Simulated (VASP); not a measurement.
# ZnAg (Pm-3m) in VASP: density of states with LDA

Aim: the density of states of ZnAg with LDA.

Program: VASP 6.6.1. These are calculated values, not measurements. Logs are shortened: lines on timing, memory, paths and dates and some standing lists are left out, and cuts for length are marked.

### 1 The crystal as given

Symmetry: Pm-3m, No. 221, cubic system. Conventional cell: a = 3.081 Å, b = 3.081 Å, c = 3.081 Å, α = 90.00°, β = 90.00°, γ = 90.00°. Zn (site symmetry m-3m) is surrounded by 8 Ag at 2.67 Å. Ag (site symmetry m-3m) is surrounded by 8 Zn at 2.67 Å.

### 2 Density of states, LDA

POSCAR reads:

```
ZnAg
1.0
    3.0805204963      0.0000000000      0.0000000000
    0.0000000000      3.0805204963      0.0000000000
    0.0000000000      0.0000000000      3.0805204963
Zn Ag
1 1
Direct
    0.5000000000      0.5000000000      0.5000000000
    0.0000000000      0.0000000000      0.0000000000
```

INCAR.step1 reads:

```
  PREC = Accurate
  ENCUT = 520
  EDIFF = 1E-6
  ISMEAR = -1
  SIGMA = 0.1
  LREAL = F
  LASPH = T
  NELM = 100
  ALGO = Normal
  ISIF = 2
  LWAVE = F
  LCHARG = T
  LMAXMIX = 4
  NBANDS = 18
```

KPOINTS.step1 reads:

```
regular mesh
0
Gamma
  8 8 8
```

INCAR.step2 reads:

```
  PREC = Accurate
  ENCUT = 520
  EDIFF = 1E-6
  ISMEAR = -5
  SIGMA = 0.1
  LREAL = F
  LASPH = T
  NELM = 100
  ALGO = Normal
  ISIF = 2
  LWAVE = F
  LCHARG = F
  LMAXMIX = 4
  LORBIT = 10
  NEDOS = 1001
  ICHARG = 11
```

KPOINTS.step2 reads:

```
regular mesh
0
Gamma
  12 12 12
```

Potentials or basis: VASP PAW LDA potentials, release 64 (Zn, Ag).

Launch:

```console
> cat potpaw_LDA.64/Zn/POTCAR potpaw_LDA.64/Ag/POTCAR > POTCAR
> cp INCAR.step1 INCAR
> cp KPOINTS.step1 KPOINTS
> mpirun -np 1 vasp_std > vasp.out
> cp INCAR.step2 INCAR
> cp KPOINTS.step2 KPOINTS
> mpirun -np 1 vasp_std > vasp.out
```

OUTCAR:

```text
PREC = Accurate
   ENCUT = 520
   EDIFF = 1E-6
   ISMEAR = -5
   LREAL = F
   LASPH = T
   NELM = 100
   ISIF = 2
   LORBIT = 10
   ICHARG = 11

 ion  position               nearest neighbor table
   1  0.500  0.500  0.500-   2 2.67   2 2.67   2 2.67   2 2.67   2 2.67   2 2.67   2 2.67   2 2.67

   2  0.000  0.000  0.000-   1 2.67   1 2.67   1 2.67   1 2.67   1 2.67   1 2.67   1 2.67   1 2.67

  LATTYP: Found a simple cubic cell.
 ALAT       =     3.0805204963

  Lattice vectors:

 A1 = (   3.0805204963,   0.0000000000,   0.0000000000)
 A2 = (   0.0000000000,   3.0805204963,   0.0000000000)
 A3 = (   0.0000000000,   0.0000000000,   3.0805204963)

Analysis of symmetry for initial positions (statically):
=====================================================================
 Subroutine PRICEL returns:
 Original cell was already a primitive cell.

 Routine SETGRP: Setting up the symmetry group for a
 simple cubic supercell.

 Subroutine GETGRP returns: Found 48 space group operations
 (whereof 48 operations were pure point group operations)
 out of a pool of 48 trial point group operations.

The static configuration has the point symmetry O_h .

Analysis of symmetry for dynamics (positions and initial velocities):
=====================================================================
 Subroutine PRICEL returns:
 Original cell was already a primitive cell.

 Routine SETGRP: Setting up the symmetry group for a
 simple cubic supercell.

 Subroutine GETGRP returns: Found 48 space group operations
 (whereof 48 operations were pure point group operations)
 out of a pool of 48 trial point group operations.

The dynamic configuration has the point symmetry O_h .

 Subroutine INISYM returns: Found 48 space group operations
 (whereof 48 operations are pure point group operations),
 and found     1 'primitive' translations

----------------------------------------------------------------------------------------

                                     Primitive cell

  volume of cell :      29.2329

  direct lattice vectors                    reciprocal lattice vectors
     3.080520496  0.000000000  0.000000000     0.324620466  0.000000000  0.000000000
     0.000000000  3.080520496  0.000000000     0.000000000  0.324620466  0.000000000
     0.000000000  0.000000000  3.080520496     0.000000000  0.000000000  0.324620466

  length of vectors
     3.080520496  3.080520496  3.080520496     0.324620466  0.324620466  0.324620466

  position of ions in fractional coordinates (direct lattice)
     0.500000000  0.500000000  0.500000000
     0.000000000  0.000000000  0.000000000

  ion indices of the primitive-cell ions
   primitive index   ion index
                 1           1
                 2           2

----------------------------------------------------------------------------------------

 KPOINTS: regular mesh

Automatic generation of k-mesh.
 Grid dimensions read from file:
 generate k-points for:   12   12   12

 Generating k-lattice:

  Cartesian coordinates                     Fractional coordinates (reciprocal lattice)
     0.027051706  0.000000000  0.000000000     0.083333333  0.000000000  0.000000000
     0.000000000  0.027051706  0.000000000     0.000000000  0.083333333  0.000000000
     0.000000000  0.000000000  0.027051706     0.000000000  0.000000000  0.083333333

  Length of vectors
     0.027051706  0.027051706  0.027051706

  Shift w.r.t. Gamma in fractional coordinates (k-lattice)
     0.000000000  0.000000000  0.000000000

 TETIRR: Found    854 inequivalent tetrahedra from    10368

 Subroutine IBZKPT returns following result:
 ===========================================

 Found     84 irreducible k-points:

 Following reciprocal coordinates:
            Coordinates               Weight
  0.000000  0.000000  0.000000      1.000000
  0.083333  0.000000  0.000000      6.000000
  0.166667  0.000000  0.000000      6.000000
  0.250000  0.000000  0.000000      6.000000
  0.333333  0.000000  0.000000      6.000000
  0.416667  0.000000  0.000000      6.000000
[... 16 lines left out ...]
  0.333333  0.333333  0.000000     12.000000
  0.416667  0.333333  0.000000     24.000000
 [... further k-points ...]
   k-points           NKPTS =     84   k-points in BZ     NKDIM =     84   number of bands    NBANDS=     15
   number of dos      NEDOS =   1001   number of ions     NIONS =      2
   total plane-waves  NPLWV =  13824
   dimension x,y,z NGX =    24 NGY =   24 NGZ =   24
   dimension x,y,z NGXF=    48 NGYF=   48 NGZF=   48
   ions per type =               1   1
   NGX,Y,Z   is equivalent  to a cutoff of  12.95, 12.95, 12.95 a.u.
   NGXF,Y,Z  is equivalent  to a cutoff of  25.90, 25.90, 25.90 a.u.
 SYSTEM =  unknown system
   PREC   = accura    normal or accurate (medium, high low for compatibility)
   ISTART =      0    job   : 0-new  1-cont  2-samecut
   ICHARG =     11    charge: 1-file 2-atom 10-const
   ISPIN  =      1    spin polarized calculation?
   LNONCOLLINEAR =      F non collinear calculations
   LSORBIT =      F    spin-orbit coupling
   LASPH  =      T    aspherical Exc in radial PAW
   ENCUT  =  520.0 eV  38.22 Ry    6.18 a.u.   5.73  5.73  5.73*2*pi/ulx,y,z
   NELM   =    100;   NELMIN=  2; NELMDL=  0     # of ELM steps
   EDIFF  = 0.1E-05   stopping-criterion for ELM
   LREAL  =      F    real-space projection
   EDIFFG = 0.1E-04   stopping-criterion for IOM
   NSW    =      0    number of steps for IOM
   IBRION =     -1    ionic relax: 0-MD 1-quasi-New 2-CG
   NFREE  =      0    steps in history (QN), initial steepest desc. (CG)
   ISIF   =      2    stress and relaxation
   ISYM   =      2    0-nonsym 1-usesym 2-fastsym
   POTIM  = 0.5000    time-step for ionic-motion
   TEBEG  =    0.0;   TEEND  =   0.0 temperature during run
   PSTRESS=    0.0 pullay stress
   NELECT =      23.0000    total number of electrons
   NUPDOWN=      -1.0000    fix difference up-down
   EMIN   =  10.00;   EMAX   =-10.00  energy-range for DOS
   EFERMI =   0.00;   METHOD = LEGACY
   ISMEAR =    -5;   SIGMA  =   0.10  broadening in eV -4-tet -1-fermi 0-gaus
   EFERMI_NEDOS =   21; number of points for ismear=-14 and -15
   IALGO  =     38    algorithm
   IMIX   =      4    mixing-type and parameters
     AMIX     =   0.40;   BMIX     =  1.00
     AMIX_MAG =   1.60;   BMIX_MAG =  1.00
  volume/ion in A,a.u.               =      14.62        98.64
  Fermi-wavevector in a.u.,A,eV,Ry     =   1.511332  2.856004 31.077418  2.284126
  Thomas-Fermi vector in A             =   2.621404
   LORBIT       =     10    0 simple, 1 ext, 2 COOP (PROOUT), +10 PAW based schemes
   GGA     = CA    functional components
   LHFCALC =     F    Hartree Fock is set to
   AEXX    =    0.0000 exact exchange contribution
   IVDW    =     0    specifies the selected vdW correction
   LEPSILON=     F    determine dielectric tensor
   LRPA    =     F    only Hartree local field effects (RPA)
 non-spin polarized calculation
 Fermi weights with tetrahedron method with Bloechl corrections
  energy-cutoff  :      520.00
  volume of cell :       29.23
 maximum number of plane-waves:       840
 NGX is ok and might be reduce to    24

 number of electron      22.9999973 magnetization

 Free energy of the ion-electron system (eV)
  ---------------------------------------------------
  ext. energy  EPLUGINS =         0.00000000
  ---------------------------------------------------
  free energy    TOTEN  =        -5.79096248 eV

  energy without entropy =       -5.79096248  energy(sigma->0) =       -5.79096248

 E-fermi :   6.9666     XC(G=0): -12.8343

 val. band max:        6.9705677959   @ k =   0.3333   0.3333   0.0000
 cond. band min:       6.8872574425   @ k =   0.5000   0.4167   0.2500
 fundamental gap:     -0.0833103533
 Fermi energy:         6.9665675541

 k-point     1 :       0.0000    0.0000    0.0000
  band No.  band energies     occupation
      1      -3.1071      2.00000
      2      -1.3263      2.00000
      3      -1.3263      2.00000
      4      -0.6067      2.00000
      5      -0.6067      2.00000
      6      -0.6067      2.00000
      7       1.2557      2.00000
      8       1.2557      2.00000
      9       2.5148      2.00000
     10       2.5148      2.00000
     11       2.5148      2.00000
     12      12.3986      0.00000
     13      12.3986      0.00000
     14      12.3986      0.00000
     15      18.1109      0.00000

 k-point     2 :       0.0833    0.0000    0.0000
  band No.  band energies     occupation
      1      -2.9858      2.00000
      2      -1.2997      2.00000
      3      -1.2895      2.00000
      4      -0.6085      2.00000
      5      -0.6085      2.00000
      6      -0.5957      2.00000
      7       1.2349      2.00000
      8       1.2837      2.00000
      9       2.4433      2.00000
     10       2.4433      2.00000
     11       2.5037      2.00000
     12      11.4830      0.00000
     13      12.6098      0.00000
     14      12.6098      0.00000
     15      18.3120      0.00000

 k-point     3 :       0.1667    0.0000    0.0000
  band No.  band energies     occupation
      1      -2.6300      2.00000
      2      -1.2243      2.00000
      3      -1.1874      2.00000
      4      -0.6126      2.00000
      5      -0.6126      2.00000
      6      -0.5652      2.00000
      7       1.1755      2.00000
      8       1.3621      2.00000
      9       2.2554      2.00000
     10       2.2554      2.00000
     11       2.4730      2.00000
     12       9.6845      0.00000
     13      13.2170      0.00000
     14      13.2170      0.00000
     15      18.4127      0.00000

 k-point     4 :       0.2500    0.0000    0.0000
  band No.  band energies     occupation
      1      -2.0700      2.00000
      2      -1.1137      2.00000
      3      -1.0382      2.00000
      4      -0.6164      2.00000
      5      -0.6164      2.00000
      6      -0.5225      2.00000
      7       1.0869      2.00000
      8       1.4713      2.00000
      9       2.0132      2.00000
     10       2.0132      2.00000
     11       2.4300      2.00000
     12       7.8031      0.05354
     13      14.1576      0.00000
     14      14.1576      0.00000
     15      18.4557      0.00000
[... 307 lines left out ...]
 k-point    22 :       0.5000    0.2500    0.0000
  band No.  band energies     occupation
      1      -1.1512      2.00000
      2      -1.1086      2.00000
      3      -0.7901      2.00000
      4      -0.7299      2.00000
      5      -0.5527      2.00000
      6       0.5690      2.00000
      7       1.1261      2.00000
      8       1.5054      2.00000
      9       1.9736      2.00000
     10       2.3269      2.00000
     11       3.3703      2.00000
     12       4.5091      2.00000
     13      12.1267      0.00000
     14      13.1977      0.00000
     15      18.0439      0.00000

 k-point    23 :       0.3333    0.3333    0.0000
  band No.  band energies     occupation
      1      -1.3020      2.00000
      2      -1.1224      2.00000
      3      -0.8650      2.00000
      4      -0.7071      2.00000
      5      -0.5120      2.00000
      6       0.2805      2.00000
      7       1.2652      2.00000
      8       2.0167      2.00000
      9       2.0419      2.00000
     10       2.2789      2.00000
     11       2.3542      2.00000
     12       6.9706      1.24263
     13       9.2737      0.00000
     14      14.0167      0.00000
     15      17.1278      0.00000

 k-point    24 :       0.4167    0.3333    0.0000
  band No.  band energies     occupation
      1      -1.3032      2.00000
      2      -1.2028      2.00000
      3      -0.8868      2.00000
      4      -0.7976      2.00000
      5      -0.4187      2.00000
      6       0.4254      2.00000
      7       1.3664      2.00000
      8       2.1052      2.00000
      9       2.1180      2.00000
     10       2.3338      2.00000
     11       3.1390      2.00000
     12       5.8101      2.08196
     13       9.7382      0.00000
     14      12.4203      0.00000
     15      17.7743      0.00000

 [... further k-points ...]

------------------------ aborting loop because EDIFF is reached ----------------------------------------

  FORCE on cell =-STRESS in cart. coord.  units (eV):
  Direction    XX          YY          ZZ          XY          YZ          ZX
  --------------------------------------------------------------------------------------
  -------------------------------------------------------------------------------------
  Total       -0.1374480     -0.1374480     -0.1374480     -0.0000000      0.0000000     -0.0000000
  in kB       -7.5331495     -7.5331495     -7.5331495     -0.0000000      0.0000000     -0.0000000
  external PRESSURE =      -7.5331495 kB  Pullay stress =       0.0000000 kB

 VOLUME and BASIS-vectors are now :
 -----------------------------------------------------------------------------
  energy-cutoff  :      520.00
  volume of cell :       29.23
      direct lattice vectors                 reciprocal lattice vectors
     3.080520496  0.000000000  0.000000000     0.324620466  0.000000000  0.000000000
     0.000000000  3.080520496  0.000000000     0.000000000  0.324620466  0.000000000
     0.000000000  0.000000000  3.080520496     0.000000000  0.000000000  0.324620466

 POSITION                                       TOTAL-FORCE (eV/Angst)
 -----------------------------------------------------------------------------------
      1.54026      1.54026      1.54026         0.000000      0.000000      0.000000
      0.00000      0.00000      0.00000         0.000000      0.000000      0.000000
 -----------------------------------------------------------------------------------
    total drift:                                0.000000      0.000000     -0.000000

  FREE ENERGIE OF THE ION-ELECTRON SYSTEM (eV)
  ---------------------------------------------------
  free  energy   TOTEN  =        -5.7909624805 eV

  energy  without entropy=       -5.7909624805  energy(sigma->0) =       -5.79096248

 total charge

# of ion       s       p       d       tot
------------------------------------------
    1        0.577   0.489   9.752  10.818
    2        0.466   0.429   9.112  10.006
--------------------------------------------------
tot          1.042   0.918  18.864  20.824
```

Run time: 15 s. Hardware: 1 thread of Intel Xeon Platinum 8488C (Sapphire Rapids), shared host; peak memory 0.16 GiB.

What came out:

* Valence electrons inside the program's atomic spheres: Zn 10.82; Ag 10.01

States per cell in windows of 0.5 eV (zero at the Fermi level; states under -8 eV left out):
```csv
from (eV),total,Ag2_d,Zn1_d,Zn1_p,Ag2_p,Zn1_s,Ag2_s
-8.0,7.00,0.49,6.06,0.02,0.04,0.04,0.02
-7.5,1.44,0.07,1.18,0.01,0.02,0.04,0.02
-7.0,1.16,0.44,0.36,0.03,0.02,0.11,0.03
-6.5,0.46,0.28,0.08,0.02,0.01,0.02,0.01
-6.0,2.73,2.01,0.32,0.07,0.03,0.02,0.03
-5.5,2.23,1.83,0.16,0.04,0.02,0.01,0.01
-5.0,2.87,2.46,0.19,0.02,0.02,0.02,0.02
-4.5,0.89,0.73,0.04,0.01,0.02,0.02,0.01
-4.0,0.22,0.10,0.01,0.01,0.02,0.02,0.01
-3.5,0.18,0.07,0.01,0.01,0.02,0.02,0.01
-3.0,0.16,0.05,0.01,0.02,0.02,0.01,0.01
-2.5,0.28,0.10,0.01,0.03,0.03,0.02,0.03
-2.0,0.31,0.09,0.01,0.04,0.04,0.01,0.03
-1.5,0.32,0.08,0.01,0.05,0.04,0.02,0.03
-1.0,0.27,0.06,0.01,0.04,0.04,0.02,0.02
-0.5,0.26,0.05,0.01,0.04,0.04,0.02,0.02
0.0,0.24,0.04,0.01,0.04,0.04,0.02,0.02
0.5,0.20,0.03,0.01,0.03,0.03,0.01,0.01
1.0,0.18,0.03,0.01,0.03,0.03,0.01,0.01
1.5,0.16,0.03,0.01,0.03,0.02,0.02,0.01
2.0,0.27,0.05,0.01,0.03,0.02,0.07,0.02
2.5,0.34,0.05,0.02,0.04,0.03,0.08,0.04
3.0,0.41,0.05,0.02,0.05,0.04,0.08,0.05
3.5,0.36,0.04,0.02,0.04,0.04,0.06,0.05
4.0,0.38,0.04,0.02,0.05,0.05,0.05,0.04
4.5,0.36,0.04,0.02,0.06,0.05,0.04,0.04
5.0,0.36,0.04,0.02,0.07,0.05,0.03,0.03
5.5,0.39,0.04,0.02,0.08,0.05,0.03,0.03
6.0,0.36,0.04,0.02,0.08,0.05,0.02,0.03
6.5,0.39,0.04,0.02,0.09,0.05,0.02,0.03
7.0,0.34,0.04,0.02,0.09,0.04,0.01,0.03
7.5,0.33,0.03,0.02,0.08,0.04,0.01,0.03
```

Caveat: tetrahedron occupations give inexact forces and stress in metals.
